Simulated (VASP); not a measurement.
All values below come from PBE GGA, VASP's PBE PAW potentials (set 64) (plane waves; VASP).

VASP ran on this input.

**KPOINTS**
```
kpoints
0
G
  10 10 10
0 0 0
```

POSCAR:
```
PmSe
4.1868360
  0.0000000000   0.7071067508   0.7071067508
  0.7071067508   0.0000000000   0.7071067508
  0.7071067508   0.7071067508   0.0000000000
Pm Se
1 1
Cart
  0.0000000000   0.0000000000   0.0000000000
  0.7071067508   0.7071067508   0.7071067508
```

### INCAR
```
ISMEAR = 1   # Methfessel-Paxton
GGA = PE
PREC = Low
LASPH = .TRUE.   # aspherical one-centre terms
ISIF = 2
SYSTEM = PmSe
NELM = 100
ALGO = Normal   # blocked Davidson
LREAL = .FALSE.
EDIFF = 1E-6   # SCF stop (eV)
SIGMA = 0.1   # width (eV)
ENCUT = 400   # plane-wave cut-off (eV)
LMAXMIX = 6   # l cut-off of mixed one-centre charges
LCHARG = .FALSE.
LWAVE = .FALSE.
```

POTCAR, in this order: Pm_3 Se (PBE.64 set). Program: vasp_std.

The run wrote:

**OSZICAR**
```
       N       E                     dE             d eps       ncg     rms          rms(c)
DAV:   1     0.514654886953E+02    0.51465E+02   -0.63664E+03  1128   0.982E+02
DAV:   2    -0.917904310992E+01   -0.60645E+02   -0.57535E+02  1392   0.198E+02
DAV:   3    -0.118954219580E+02   -0.27164E+01   -0.27005E+01  1428   0.363E+01
DAV:   4    -0.119266221891E+02   -0.31200E-01   -0.30459E-01  1376   0.423E+00
DAV:   5    -0.119270401728E+02   -0.41798E-03   -0.41783E-03  1392   0.448E-01    0.228E+01
DAV:   6    -0.118419141495E+02    0.85126E-01   -0.22252E-01  1356   0.256E+00    0.147E+01
DAV:   7    -0.118483848276E+02   -0.64707E-02   -0.10960E-01  1484   0.199E+00    0.557E-01
DAV:   8    -0.118430984984E+02    0.52863E-02   -0.27530E-02  1300   0.961E-01    0.175E-01
DAV:   9    -0.118432000758E+02   -0.10158E-03   -0.10699E-03  1392   0.248E-01    0.226E-01
DAV:  10    -0.118431994867E+02    0.58906E-06   -0.81931E-06  1376   0.219E-02
   1 F= -.11843199E+02 E0= -.11843052E+02  d E =-.441710E-03
```

### OUTCAR
```
------------------------ aborting loop because EDIFF is reached ----------------------------------------
  FORCE on cell =-STRESS in cart. coord.  units (eV):
  Direction    XX          YY          ZZ          XY          YZ          ZX
  --------------------------------------------------------------------------------------
  Total        0.1298762      0.1298762      0.1298762      0.0000000      0.0000000      0.0000000
  in kB        4.0095656      4.0095656      4.0095656      0.0000000      0.0000000      0.0000000
  external PRESSURE =       4.0095656 kB  Pullay stress =       0.0000000 kB
  volume of cell :       51.90
      direct lattice vectors                 reciprocal lattice vectors
     0.000000000  2.960540000  2.960540000    -0.168888108  0.168888108  0.168888108
     2.960540000  0.000000000  2.960540000     0.168888108 -0.168888108  0.168888108
     2.960540000  2.960540000  0.000000000     0.168888108  0.168888108 -0.168888108
 POSITION                                       TOTAL-FORCE (eV/Angst)
 -----------------------------------------------------------------------------------
      0.00000      0.00000      0.00000         0.000000      0.000000      0.000000
      2.96054      2.96054      2.96054        -0.000000     -0.000000     -0.000000
 -----------------------------------------------------------------------------------
    total drift:                                0.000000     -0.000000      0.000000
  FREE ENERGIE OF THE ION-ELECTRON SYSTEM (eV)
  ---------------------------------------------------
  free  energy   TOTEN  =       -11.8431994867 eV

  energy  without entropy=      -11.8427577767  energy(sigma->0) =      -11.84305225
```
(Selected blocks of OUTCAR.)

**OUTCAR**
```
 val. band max:        5.4140514793   @ k =  -0.1000   0.1000   0.0000

 cond. band min:       5.4326158920   @ k =  -0.1000   0.1000   0.0000


 Fermi energy:         5.4156728727

 k-point     1 :       0.0000    0.0000    0.0000
  band No.  band energies     occupation
      1     -35.1109      2.00000
      2     -15.3012      2.00000
      3     -15.3012      2.00000
      4     -15.3012      2.00000
      5      -9.2866      2.00000
      6       2.5021      2.00000
      7       2.5022      2.00000
      8       2.5022      2.00000
      9       5.1698      2.00277
     10       5.1698      2.00277
     11       5.1698      2.00277
     12       5.9861     -0.00000

 k-point     2 :       0.1000    0.0000    0.0000
  band No.  band energies     occupation
      1     -35.1088      2.00000
      2     -15.3501      2.00000
      3     -15.3037      2.00000
      4     -15.3037      2.00000
      5      -9.1878      2.00000
      6       1.9301      2.00000
      7       2.1955      2.00000
      8       2.1955      2.00000
      9       5.2835      2.06839
     10       5.3524      1.86803
     11       5.3524      1.86800
     12       6.4606     -0.00000

 k-point     3 :       0.2000    0.0000    0.0000
  band No.  band energies     occupation
      1     -35.1035      2.00000
      2     -15.4730      2.00000
      3     -15.3101      2.00000
      4     -15.3101      2.00000
      5      -8.9282      2.00000
      6       0.8953      2.00000
      7       1.6103      2.00000
      8       1.6103      2.00000
      9       5.4886      0.06078
     10       5.8232     -0.00000
     11       5.8232     -0.00000
     12       7.6080      0.00000

 k-point     4 :       0.3000    0.0000    0.0000
  band No.  band energies     occupation
      1     -35.0969      2.00000
      2     -15.6159      2.00000
      3     -15.3180      2.00000
      4     -15.3180      2.00000
      5      -8.6016      2.00000
      6      -0.0441      2.00000
...
```

The 4f electrons are frozen in the core of the lanthanide potential, so 4f levels, which can set the real gap, and their magnetism are missing.

The structure comes from a computed database's PmSe entry (Fm-3m); how it stands against other phases isn't given here. The cell was not relaxed at this level. The run is one of a series of settings (PREC = Low against the base run), some of them coarse on purpose. The electron count is odd and the run is not spin-polarised, which forces a metal.
